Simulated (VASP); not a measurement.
Data:

```xyz
2
Lattice="0.0000 3.0250 3.0250 3.0250 0.0000 3.0250 3.0250 3.0250 0.0000" Properties=species:S:1:pos:R:3 pbc="T T T"
Cd     0.0000     0.0000     0.0000
Se     1.5125     1.5125     1.5125
```

Method: PBE GGA, VASP's PBE PAW potentials (set 64) (plane waves; VASP 6.6.1). Run with PREC = Normal, 500 eV cut-off, 4×4×4 Γ-centred mesh, Gaussian smearing of 0.010 eV, potentials Cd_sv_GW Se_GW.

### Question
Predict the energy per atom (σ→0), pressure, band gap (on the k-mesh) with the smallest direct gap where there is one.

### Answer

```json
{
  "band gap (on the k-mesh)": "0.62 eV",
  "smallest direct gap (on the k-mesh)": "0.62 eV",
  "energy per atom (σ→0)": "-2.732 eV/atom",
  "pressure": "2.82 GPa"
}
```

Total energies compare only between runs with the same potentials, cut-off and functional.

The compound is CdSe in the zinc blende structure, whereas wurtzite is the usual form. The cell was not relaxed at this level. The k-mesh is coarse (spacing up to 0.45 per Å, 2π included), so the numbers may not be converged in it.
